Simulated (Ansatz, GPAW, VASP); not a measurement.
# Ge2Sb2Te5: 3 runs at one level of theory

```
Te Sb Ge
1.0
     6.83914   -3.06601    0.00000
     6.83914    3.06601    0.00000
    -6.83098    0.00000    6.84761
Te Sb Ge
5 2 2
Direct
  0.59470 0.59470 0.38643
  0.79529 0.79529 0.19611
  0.00832 0.00832 0.00643
  0.20652 0.20652 0.80980
  0.39996 0.39996 0.59712
  0.90171 0.90171 0.58787
  0.11187 0.11187 0.41735
  0.28429 0.28429 0.18783
  0.49734 0.49734 0.01104
```

The cell comes from a database or a generator and needn't be the stable form of this composition.

Alike in all runs: task band structure; functional PBE; k mesh 4 × 4 × 3; occupations fermi-dirac, width 0.05 eV; no spin polarisation; no spin-orbit coupling. Pressure is positive in compression and, in plane waves, holds the error of the finite cutoff, which Ansatz's Pulay term estimates and takes out. Gaps are the smaller of the mesh's and the band path's.

```tsv
program and potentials	plane-wave cutoff (eV)	notes	band gap (eV)	pressure (GPa)	largest force (eV/Å)
Ansatz, Ansatz PAW	420	15.33 valence electrons an atom on average; Pulay term of +0.03 GPa included	0.06	-0.14	0.158
VASP, PBE PAW files Ge_d, Sb, Te, 520 eV	520	7.56 valence electrons an atom on average	0.06	-0.16	0.149
GPAW, GPAW PAW data sets (gpaw-data 1.2.1)	600	7.56 valence electrons an atom on average	0.06	-0.43	0.157
```

Force on atom 8 (Ge), eV/Å:

```json
{"program and potentials": "Ansatz, Ansatz PAW", "x": "-0.157", "y": "0.000", "z": "0.024"}
{"program and potentials": "VASP, PBE PAW files Ge_d, Sb, Te, 520 eV", "x": "-0.147", "y": "0.000", "z": "0.025"}
{"program and potentials": "GPAW, GPAW PAW data sets (gpaw-data 1.2.1)", "x": "-0.156", "y": "0.000", "z": "0.019"}
```

All agree on the band gap. The pressure spans -0.43 (GPAW, GPAW PAW data sets (gpaw-data 1.2.1)) to -0.14 GPa (Ansatz, Ansatz PAW). Spin-orbit coupling, left out here, moves the band edges of heavy atoms.

Differences between rows come from potentials, basis sets and numerical settings, since the functional is the same but for its coding. Runs on potential files found faulty are left out.

The coordinates describe a distorted rocksalt arrangement with vacant cation sites, the motif of the metastable phase rather than of the layered trigonal one. Its bonding rests on p orbitals shared between opposite neighbours, with too few electrons for a full two-electron bond on each side. Ge therefore tends to move off centre, forming shorter and longer Ge-Te contacts. The force on atom 8 points mainly towards its nearest Te, so this distortion isn't complete at the given geometry. As the three programs agree closely on that force, it reflects the structure rather than numerical noise, and the small pressures don't imply relaxed atomic positions.

The gap of 0.06 eV is well below that known for the rocksalt-like phase, probably because PBE lacks the derivative discontinuity, though the particular vacancy order may contribute. Agreement between programs confirms the PBE result, not the true gap. Further off-centring of Ge would probably widen the gap by strengthening the bonding-antibonding splitting, but no relaxed structure is available to test this.
